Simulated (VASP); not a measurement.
Given:

```
CELL_PARAMETERS angstrom
      0.00000     2.74000     2.74000
      2.74000     0.00000     2.74000
      2.74000     2.74000     0.00000
ATOMIC_POSITIONS crystal
  Yb 0.00000 0.00000 0.00000
```

Level of theory: r2SCAN meta-GGA, VASP's PBE PAW potentials (set 64) (plane waves; VASP). Run with 400 eV cut-off, 10×10×10 Γ-centred mesh, first-order Methfessel-Paxton smearing of 0.10 eV, potentials Yb_2.

The 4f electrons are frozen in the core of the lanthanide potential, so 4f levels, which can set the real gap, and their magnetism are missing. Energy and stress use the plane-wave basis of the starting cell.

Problem. The ions, cell shape and volume are relaxed. Predict the relaxed structure.

Solution. 
```
CELL_PARAMETERS angstrom
      0.00000     2.69336     2.69336
      2.69336     0.00000     2.69336
      2.69336     2.69336     0.00000
ATOMIC_POSITIONS crystal
  Yb 0.00000 0.00000 0.00000
```
Space group Fm-3m (225), at a tolerance of 0.03 Å.

Problem. How do energy and volume change from the first to the last step?

Solution. The energy (σ→0) changes by -5.2 meV/atom and the volume by -5.0 %, in 3 ionic steps.

The compound is Yb in the fcc structure. This run relaxes it. Symmetry was kept, so distortions that lower it aren't found.
